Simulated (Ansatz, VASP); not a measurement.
## Cross-check of PtSe2 (Sudovikovite) between VASP and Ansatz

One calculation is typed for both programs; each brings its own data sets. How far apart do they land? The cell is taken from a series of runs on this material, whose earlier steps may have relaxed, scaled, displaced or heated it; both programs get it as it stands.

Method: plane waves, with VASP 6.6.1 beside it; zone-centre phonons at PBEsol with D3(BJ), in Ansatz 0.2.0.

### Step 1. The structure

The structure is trigonal, space group P-3m1 (No. 164). The conventional cell has a = 3.734 Å, b = 3.734 Å, c = 4.596 Å, α = 90.00°, β = 90.00°, γ = 120.00°. Nearest to Se lie 3 Pt at 2.50 Å. Nearest to Pt lie 6 Se at 2.50 Å. Farther neighbours and most contacts between anions are not listed.

Coordinates:

```
Se Pt
1.0
     3.73395    0.00000    0.00000
    -1.86697    3.23369    0.00000
     0.00000    0.00000    4.59643
Se Pt
2 1
Direct
  0.33333 0.66667 0.27368
  0.66667 0.33333 0.72632
  0.00000 0.00000 0.00000
```

### Step 2. VASP: zone-centre phonons, PBEsol with D3(BJ)

Second derivatives magnify differences that forces hide, and they need a tight electronic threshold.

Lines of VASP's logs that name or quote its potential files are left out, and so is its time.

Contents of INCAR:

```
SYSTEM = PtSe2
PREC = Accurate
ENCUT = 500
EDIFF = 1E-08
NELM = 120
ISMEAR = 1
SIGMA = 0.2
LREAL = .FALSE.
ALGO = Normal
GGA = PS
IVDW = 12
NBANDS = 17
LASPH = .TRUE.
LORBIT = 11
LWAVE = .FALSE.
LCHARG = .FALSE.
ISIF = 2
IBRION = 6
NFREE = 2
POTIM = 0.015
NSW = 1
GGA_COMPAT = .FALSE.
KPAR = 2
```

Contents of POSCAR:

```
PtSe2
1.0
    3.7339490636      0.0000000000      0.0000000000
   -1.8669745318      3.2336947455      0.0000000000
    0.0000000000      0.0000000000      4.5964277252
Se Pt
2 1
Direct
    0.3333333333      0.6666666667      0.2736792137
    0.6666666667      0.3333333333      0.7263207863
    0.0000000000      0.0000000000      0.0000000000
```

Contents of KPOINTS:

```
Automatic mesh
0
Gamma
15 15 8
0 0 0
```

The projector-augmented-wave data sets are Se and Pt (PBE family, release 64).

Run with:

```bash
> mpirun -np 2 vasp_std
```

Numbers of over 12 decimals in the logs are rounded to 6 here.

The program printed:

```text
[banner, memory and clock lines left out]
running    2 mpi-ranks, on    1 nodes
 distrk:  each k-point on    1 cores,    2 groups
 distr:  one band on    1 cores,    1 groups

 POSCAR found type information on POSCAR SePt
 POSCAR found :  2 types and       3 ions
|                                                                             |
|               ----> ADVICE to this user running VASP <----                  |
|                                                                             |
|     You enforced a specific xc type in the INCAR file but a different       |
|     [... a line on the potential file left out ...]
|     I HOPE YOU KNOW WHAT YOU ARE DOING!                                     |
|                                                                             |

 LDA part: xc-table for (Slater+PW92), standard interpolation
 POSCAR, INCAR and KPOINTS ok, starting setup
 FFT: planning ... GRIDC
 FFT: planning ... GRID_SOFT
 FFT: planning ... GRID
 WAVECAR not read
 entering main loop
       N       E                     dE             d eps       ncg     rms          rms(c)
DAV:   1     0.106427613964E+03    0.10643E+03   -0.10074E+04  6616   0.111E+03
DAV:   2    -0.120627573913E+02   -0.11849E+03   -0.11537E+03  8142   0.220E+02
DAV:   3    -0.165990146183E+02   -0.45363E+01   -0.44818E+01  7984   0.432E+01
DAV:   4    -0.166296463410E+02   -0.30632E-01   -0.30619E-01  8285   0.385E+00
DAV:   5    -0.166299159961E+02   -0.26966E-03   -0.26965E-03  8082   0.349E-01    0.134E+01
DAV:   6    -0.160668781427E+02    0.56304E+00   -0.45459E+00  6662   0.190E+01    0.811E+00
DAV:   7    -0.158762561156E+02    0.19062E+00   -0.82857E-01  6628   0.909E+00    0.406E+00
DAV:   8    -0.158516710124E+02    0.24585E-01   -0.55309E-02  7232   0.172E+00    0.806E-01
DAV:   9    -0.158491423053E+02    0.25287E-02   -0.66880E-03  7249   0.768E-01    0.189E-01
DAV:  10    -0.158491526265E+02   -0.10321E-04   -0.99802E-04  7491   0.208E-01    0.379E-02
DAV:  11    -0.158491499130E+02    0.27134E-05   -0.47837E-05  8313   0.568E-02    0.239E-02
DAV:  12    -0.158491497200E+02    0.19305E-06   -0.28496E-06  7566   0.122E-02    0.519E-03
DAV:  13    -0.158491496879E+02    0.32029E-07   -0.61442E-07  8059   0.586E-03    0.133E-03
DAV:  14    -0.158491496758E+02    0.12146E-07   -0.46100E-08  7722   0.155E-03    0.447E-04
DAV:  15    -0.158491496655E+02    0.10257E-07   -0.38533E-09  3774   0.441E-04    0.224E-04
DAV:  16    -0.158491496794E+02   -0.13879E-07   -0.35695E-10  3495   0.138E-04    0.362E-05
DAV:  17    -0.158491496779E+02    0.15516E-08   -0.72586E-11  3441   0.556E-05
   1 F= -.17256552E+02 E0= -.17257100E+02  d E =0.164233E-02
[... from here on, the cycles between the ionic steps are left out ...]
   2 F= -.17255627E+02 E0= -.17256165E+02  d E =0.161515E-02
   3 F= -.17255627E+02 E0= -.17256165E+02  d E =0.161503E-02
   4 F= -.17255554E+02 E0= -.17256096E+02  d E =0.162369E-02
   5 F= -.17255057E+02 E0= -.17255602E+02  d E =0.163301E-02
   6 F= -.17254716E+02 E0= -.17255268E+02  d E =0.165589E-02
   7 F= -.17254716E+02 E0= -.17255268E+02  d E =0.165597E-02
   8 F= -.17254744E+02 E0= -.17255289E+02  d E =0.163374E-02
 Finite differences progress:
  Degree of freedom:   4/  4
  Displacement:        1/  2
  Total:               7/  8
 bond charge predicted
       N       E                     dE             d eps       ncg     rms          rms(c)
DAV:   1    -0.158423726423E+02    0.49690E-02   -0.48685E+00  6537   0.114E+01    0.330E-01
DAV:   2    -0.158481532820E+02   -0.57806E-02   -0.59370E-02  7257   0.172E+00    0.202E-01
DAV:   3    -0.158476935347E+02    0.45975E-03   -0.12168E-03  8273   0.233E-01    0.147E-01
DAV:   4    -0.158473522318E+02    0.34130E-03   -0.18003E-03  6946   0.220E-01    0.301E-02
DAV:   5    -0.158473476304E+02    0.46014E-05   -0.48307E-05  7235   0.516E-02    0.168E-02
DAV:   6    -0.158473423513E+02    0.52791E-05   -0.12624E-05  7314   0.232E-02    0.714E-03
DAV:   7    -0.158473417988E+02    0.55245E-06   -0.88146E-06  7814   0.157E-02    0.280E-03
DAV:   8    -0.158473416697E+02    0.12918E-06   -0.62093E-07  6977   0.465E-03    0.799E-04
DAV:   9    -0.158473416671E+02    0.25545E-08   -0.79359E-08  8243   0.154E-03
   9 F= -.17254744E+02 E0= -.17255289E+02  d E =0.163372E-02
 Finite differences progress:
  Degree of freedom:   4/  4
  Displacement:        2/  2
  Total:               8/  8
```

Parts of OUTCAR (step 2):

```text
ion  position               nearest neighbor table
   1  0.333  0.667  0.274-   3 2.50   3 2.50   3 2.50
   2  0.667  0.333  0.726-   3 2.50   3 2.50   3 2.50
   3  0.000  0.000  0.000-   1 2.50   2 2.50   1 2.50   2 2.50   2 2.50   1 2.50

  LATTYP: Found a hexagonal cell.
 ALAT       =     3.7339490636
 C/A-ratio  =     1.2309829746

 Subroutine GETGRP returns: Found 12 space group operations
 (whereof 12 operations were pure point group operations)

The static configuration has the point symmetry D_3d.

 Found    192 irreducible k-points:

   k-points           NKPTS =    192   k-points in BZ     NKDIM =    192   number of bands    NBANDS=     17

   dimension x,y,z NGX =    28 NGY =   28 NGZ =   36
   dimension x,y,z NGXF=    56 NGYF=   56 NGZF=   72

   ENCUT  =  500.0 eV  36.75 Ry    6.06 a.u.   6.81  6.81  8.38*2*pi/ulx,y,z

   NELECT =      22.0000    total number of electrons

 k-points in reciprocal lattice and weights: Automatic mesh
   0.00000000  0.00000000  0.00000000       0.001
   0.06666667  0.00000000  0.00000000       0.003
   0.13333333  0.00000000  0.00000000       0.003
   0.20000000  0.00000000  0.00000000       0.003
   0.26666667  0.00000000  0.00000000       0.003
   0.33333333  0.00000000  0.00000000       0.003
   0.40000000  0.00000000  0.00000000       0.003
   0.46666667  0.00000000  0.00000000       0.003
   0.06666667  0.06666667  0.00000000       0.003
[...]
0.33333333  0.26666667  0.50000000       0.007
   0.33333333  0.33333333  0.50000000       0.001

 Edisp (eV)   -1.40740

 average (electrostatic) potential at core
       1 -51.7138       2 -51.7432       3 -67.4047

 E-fermi :   7.4394

 k-point     1 :       0.0000    0.0000    0.0000
  band No.  band energies     occupation
    ...
      6       3.4992      2.00000
      7       3.4992      2.00000
      8       4.9362      2.00000
      9       6.4254      2.00000
     10       6.4254      2.00000
     11       8.3386     -0.00000
     12       8.3386     -0.00000
     13       8.4704     -0.00000
     14      10.4249     -0.00000
     15      11.8283      0.00000
    ...

 k-point     2 :       0.0667    0.0000    0.0000
  band No.  band energies     occupation
    ...
      6       3.4330      2.00000
      7       3.4622      2.00000
      8       4.8178      2.00000
      9       6.1647      2.00000
     10       6.3075      2.00000
     11       7.6846     -0.07092
     12       8.4561     -0.00000
     13       9.0484     -0.00000
     14      10.7362     -0.00000
     15      12.1296      0.00000
    ...

 k-point     3 :       0.1333    0.0000    0.0000
  band No.  band energies     occupation
    ...
      7       3.3650      2.00000
      8       4.4533      2.00000
      9       5.7170      2.00000
     10       6.0089      2.00000
     11       7.0524      2.01963
     12       8.7521     -0.00000
     13       9.3734     -0.00000
     14      11.4781      0.00000
     15      12.8444      0.00000
     16      14.1289      0.00000
    ...

 Edisp (eV)   -1.40740

  Total       0.35476     0.35476     0.33719     0.00000    -0.00000     0.00000
  in kB      10.24145    10.24145     9.73419     0.00000    -0.00000     0.00000
  external pressure =       10.07 kB  Pullay stress =        0.00 kB

  energy-cutoff  :      500.00
  volume of cell :       55.50
      direct lattice vectors                 reciprocal lattice vectors
     3.733949064  0.000000000  0.000000000     0.267812973  0.154621892  0.000000000
    -1.866974532  3.233694745  0.000000000     0.000000000  0.309243784  0.000000000
     0.000000000  0.000000000  4.596427725     0.000000000  0.000000000  0.217560258

 POSITION                                       TOTAL-FORCE (eV/Angst)
 -----------------------------------------------------------------------------------
     -0.00000      2.15580      1.25795         0.000000     -0.000000     -0.102512
      1.86697      1.07790      3.33848        -0.000000     -0.000000     -0.138456
      0.00000      0.00000     -0.01500        -0.000000      0.000000      0.240967
 -----------------------------------------------------------------------------------
    total drift:                                0.000000     -0.000000     -0.000118

  FREE ENERGIE OF THE ION-ELECTRON SYSTEM (eV)
  ---------------------------------------------------
  free  energy   TOTEN  =       -17.2547443673 eV

  energy  without entropy=      -17.2563780852  energy(sigma->0) =      -17.25528894

 Eigenvectors and eigenvalues of the dynamical matrix
 ----------------------------------------------------

   1 f  =    6.761224 THz    42.482022 2PiTHz  225.530147 cm-1    27.962162 meV
             X         Y         Z           dx          dy          dz
     -0.000000  2.155796  1.257947    -0.525609   -0.000007    0.000000
      1.866975  1.077898  3.338481    -0.525609   -0.000007   -0.000000
      0.000000  0.000000  0.000000     0.668933    0.000009    0.000000

   2 f  =    6.761224 THz    42.482022 2PiTHz  225.530147 cm-1    27.962162 meV
             X         Y         Z           dx          dy          dz
     -0.000000  2.155796  1.257947    -0.000007    0.525609    0.000000
      1.866975  1.077898  3.338481    -0.000007    0.525609   -0.000000
      0.000000  0.000000  0.000000     0.000009   -0.668933    0.000000

   3 f  =    6.707946 THz    42.147270 2PiTHz  223.753006 cm-1    27.741825 meV
             X         Y         Z           dx          dy          dz
     -0.000000  2.155796  1.257947     0.000000   -0.000000    0.525679
      1.866975  1.077898  3.338481     0.000000   -0.000000    0.525679
      0.000000  0.000000  0.000000     0.000000    0.000000   -0.668822

   4 f  =    6.611719 THz    41.542655 2PiTHz  220.543204 cm-1    27.343860 meV
             X         Y         Z           dx          dy          dz
     -0.000000  2.155796  1.257947    -0.000000    0.000000   -0.707107
      1.866975  1.077898  3.338481    -0.000000    0.000000    0.707107
      0.000000  0.000000  0.000000     0.000000   -0.000000    0.000000

   5 f  =    5.068129 THz    31.843996 2PiTHz  169.054600 cm-1    20.960090 meV
             X         Y         Z           dx          dy          dz
     -0.000000  2.155796  1.257947    -0.707107   -0.000003    0.000000
      1.866975  1.077898  3.338481     0.707107    0.000003   -0.000000
      0.000000  0.000000  0.000000     0.000000    0.000000    0.000000

   6 f  =    5.068129 THz    31.843996 2PiTHz  169.054600 cm-1    20.960090 meV
             X         Y         Z           dx          dy          dz
     -0.000000  2.155796  1.257947    -0.000003    0.707107   -0.000000
      1.866975  1.077898  3.338481     0.000003   -0.707107    0.000000
      0.000000  0.000000  0.000000    -0.000000    0.000000    0.000000

   7 f/i=    0.000283 THz     0.001781 2PiTHz    0.009456 cm-1     0.001172 meV
             X         Y         Z           dx          dy          dz
     -0.000000  2.155796  1.257947     0.000000    0.000000   -0.472929
      1.866975  1.077898  3.338481     0.000000    0.000000   -0.472929
      0.000000  0.000000  0.000000     0.000000    0.000000   -0.743422

   8 f/i=    0.000719 THz     0.004516 2PiTHz    0.023975 cm-1     0.002972 meV
             X         Y         Z           dx          dy          dz
     -0.000000  2.155796  1.257947    -0.447290   -0.153843    0.000000
      1.866975  1.077898  3.338481    -0.447290   -0.153843   -0.000000
      0.000000  0.000000  0.000000    -0.702908   -0.241761    0.000000

   9 f/i=    0.000719 THz     0.004516 2PiTHz    0.023975 cm-1     0.002972 meV
             X         Y         Z           dx          dy          dz
     -0.000000  2.155796  1.257947     0.153843   -0.447290    0.000000
      1.866975  1.077898  3.338481     0.153843   -0.447290    0.000000
      0.000000  0.000000  0.000000     0.241761   -0.702908    0.000000

 ELASTIC MODULI CONTR FROM IONIC RELAXATION (kBar)
 Direction    XX          YY          ZZ          XY          YZ          ZX
 --------------------------------------------------------------------------------
 XX        -569.6906   -313.5588   -433.8518      0.0000    232.2266     -0.0000
 YY        -313.5588   -569.6906   -433.8518      0.0000   -232.2266     -0.0000
 ZZ        -433.8518   -433.8518   -426.2157      0.0000     -0.0000     -0.0000
 XY           0.0000      0.0000      0.0000   -128.0659      0.0000    232.2272
 YZ         232.2266   -232.2266     -0.0000      0.0000   -421.1049     -0.0000
 ZX          -0.0000     -0.0000     -0.0000    232.2272     -0.0000   -421.1074
 --------------------------------------------------------------------------------

 total charge
# of ion       s       p       d       tot
------------------------------------------
    1        1.490   2.221   0.085   3.795
    2        1.490   2.221   0.085   3.795
    3        0.689   0.713   8.066   9.469
--------------------------------------------------
tot          3.669   5.155   8.236  17.059

[... 3 further parts left out ...]
```

CONTCAR:

```
PtSe2
   1.00000000000000
     3.7339490635999999    0.0000000000000000    0.0000000000000000
    -1.8669745317999999    3.2336947454999998    0.0000000000000000
     0.0000000000000000    0.0000000000000000    4.5964277251999999
  Se              Pt
     2     1
Direct
     0.3333333332999970    0.6666666667000030    0.2736792136999995
     0.6666666667000030    0.3333333332999970    0.7263207863000005
     0.0000000000000000    0.0000000000000000   -0.0032634038642144
```

Levels, forces or a CONTCAR printed for this step are those of its last displaced cell, not of the structure at rest.

[end of part 1 of 2]

[Lines on the potential files, build, host, timing and source positions are cut from VASP's logs without a mark.]

[Logs are printed without paths, hosts, clocks, repeated set-up lines and the standing remarks that a program may print on its own settings, such as how far it seeks lower states.]

[Hosts, paths, dates, database ids (printed as entryN), source tags and the programs' standing remarks are cut or masked in the printed files.]
